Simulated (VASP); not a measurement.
Runs of VASP 6.6.1 on CsPbCl3. The structure is cubic, space group Pm-3m (No. 221). Conventional cell: a = 5.491 Å, b = 5.491 Å, c = 5.491 Å, α = 90.00°, β = 90.00°, γ = 90.00°. Cs (site symmetry m-3m) is surrounded by 12 Cl at 3.88 Å. Pb (site symmetry m-3m) is surrounded by 6 Cl at 2.75 Å. Cl (site symmetry 4/mmm) is surrounded by 2 Pb at 2.75 Å. 

| cell | gap on the mesh (eV) | pressure (GPa) |
| --- | --- | --- |
| Pm-3m, 33.1 Å³/atom | 4.25 | 3.5 |
| Pm-3m, 35.22 Å³/atom | 4.28 | (b) |
| Pm-3m, 34.51 Å³/atom | (a) | 2.0 |
| Pm-3m, 36.63 Å³/atom | 4.28 | 0.4 |

Alike in all rows: task single point; level PBE; potentials or basis VASP PAW PBE potentials, release 64 (Cs_sv, Pb_d, Cl); no spin polarisation; k mesh 3 × 3 × 3; cutoff (eV) 520; smearing gaussian 0.01 eV.

Q: Fill in the values left out.

A: (a) 4.27; (b) 1.4.

Caveats: spin-orbit coupling is left out, which as a rule narrows the gap of such compounds by several tenths of an eV; an odd mesh through Γ misses points on the zone boundary, where band edges often lie.

A k mesh can miss the band edges, and the runs leave out spin-orbit coupling on Cs, Pb.
